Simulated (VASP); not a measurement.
These are AM05 GGA, VASP's PBE PAW potentials (set 64) (plane waves; VASP) values and carry that method's errors.

A VASP calculation is set up with these files.

**KPOINTS**
```
Regular mesh
0
G
  12 12 9
0 0 0
```

### POSCAR
```
FePt
1
    2.6810118294    -0.0000000000     0.0000000000
   -0.0000000000     2.6810118294     0.0000000000
   -0.0000000000    -0.0000000000     3.7085067462
Fe Pt
1 1
Direct
  0.0000000000   0.0000000000   0.0000000000
  0.5000000000   0.5000000000   0.5000000000
```

INCAR:
```
SYSTEM = FePt
PREC = Accurate
ENCUT = 520
EDIFF = 1E-6
NELM = 100
ALGO = Normal
LREAL = .FALSE.
LASPH = .TRUE.
ISMEAR = 1
SIGMA = 0.1
GGA = AM
LMAXMIX = 6
ISPIN = 2
MAGMOM = 2.8 0.3
LORBIT = 10
LWAVE = .FALSE.
LCHARG = .FALSE.
IBRION = 2
ISIF = 3
NSW = 60
EDIFFG = -0.01
```

POTCAR, in this order: Fe Pt (PBE.64 set). Program: vasp_std.

Output of the run:

### OSZICAR
```
       N       E                     dE             d eps       ncg     rms          rms(c)
DAV:   1     0.904005624471E+02    0.90401E+02   -0.88012E+03  8751   0.134E+03
DAV:   2    -0.140768591180E+02   -0.10448E+03   -0.93315E+02  8540   0.256E+02
DAV:   3    -0.172950861758E+02   -0.32182E+01   -0.31191E+01 10633   0.541E+01
DAV:   4    -0.173283723152E+02   -0.33286E-01   -0.33276E-01  9497   0.469E+00
DAV:   5    -0.173292508547E+02   -0.87854E-03   -0.87852E-03 11284   0.859E-01    0.182E+01
DAV:   6    -0.183599867357E+02   -0.10307E+01   -0.13816E+01  9055   0.840E+01    0.232E+01
DAV:   7    -0.159055126735E+02    0.24545E+01   -0.10598E+01 10795   0.830E+01    0.921E+00
DAV:   8    -0.158306105032E+02    0.74902E-01   -0.50517E-01 10121   0.111E+01    0.471E+00
DAV:   9    -0.157507566960E+02    0.79854E-01   -0.16444E-01 12163   0.820E+00    0.197E+00
DAV:  10    -0.157393117860E+02    0.11445E-01   -0.33883E-02 12815   0.360E+00    0.793E-01
DAV:  11    -0.157390565064E+02    0.25528E-03   -0.47865E-03 11521   0.115E+00    0.337E-01
DAV:  12    -0.157391274806E+02   -0.70974E-04   -0.52810E-04 12126   0.351E-01    0.945E-02
DAV:  13    -0.157391387546E+02   -0.11274E-04   -0.81934E-05 10610   0.111E-01    0.365E-02
DAV:  14    -0.157391319260E+02    0.68286E-05   -0.87216E-06 11342   0.591E-02    0.121E-02
DAV:  15    -0.157391316968E+02    0.22926E-06   -0.62393E-07  5103   0.173E-02
   1 F= -.15739132E+02 E0= -.15738998E+02  d E =-.157391E+02  mag=     3.2000
```

### OUTCAR
```
------------------------ aborting loop because EDIFF is reached ----------------------------------------
  FORCE on cell =-STRESS in cart. coord.  units (eV):
  Direction    XX          YY          ZZ          XY          YZ          ZX
  --------------------------------------------------------------------------------------
  Total       -0.0034893     -0.0034893     -0.0045532      0.0000000     -0.0000000      0.0000000
  in kB       -0.2097247     -0.2097247     -0.2736710      0.0000000     -0.0000000      0.0000000
  external PRESSURE =      -0.2310402 kB  Pullay stress =       0.0000000 kB
  volume of cell :       26.66
      direct lattice vectors                 reciprocal lattice vectors
     2.681011829  0.000000000  0.000000000     0.372993505  0.000000000  0.000000000
     0.000000000  2.681011829  0.000000000     0.000000000  0.372993505  0.000000000
     0.000000000  0.000000000  3.708506746     0.000000000  0.000000000  0.269650312
 POSITION                                       TOTAL-FORCE (eV/Angst)
 -----------------------------------------------------------------------------------
      0.00000      0.00000      0.00000         0.000000      0.000000      0.000000
      1.34051      1.34051      1.85425         0.000000      0.000000      0.000000
 -----------------------------------------------------------------------------------
    total drift:                                0.000000      0.000000      0.000000
  FREE ENERGIE OF THE ION-ELECTRON SYSTEM (eV)
  ---------------------------------------------------
  free  energy   TOTEN  =       -15.7391316968 eV

  energy  without entropy=      -15.7387310050  energy(sigma->0) =      -15.73899813

 total charge

# of ion       s       p       d       tot
------------------------------------------
    1        0.424   0.482   6.153   7.059
    2        0.724   0.711   8.064   9.499
--------------------------------------------------
tot          1.147   1.193  14.217  16.558

 magnetization (x)

# of ion       s       p       d       tot
------------------------------------------
    1       -0.000  -0.008   2.847   2.839
    2       -0.024  -0.063   0.403   0.316
--------------------------------------------------
tot         -0.024  -0.071   3.249   3.154

 reached required accuracy - stopping structural energy minimisation
```
(Selected blocks of OUTCAR.)

The compound is FePt in the L1_0 structure. It was relaxed first. The start is the result of an earlier pass.
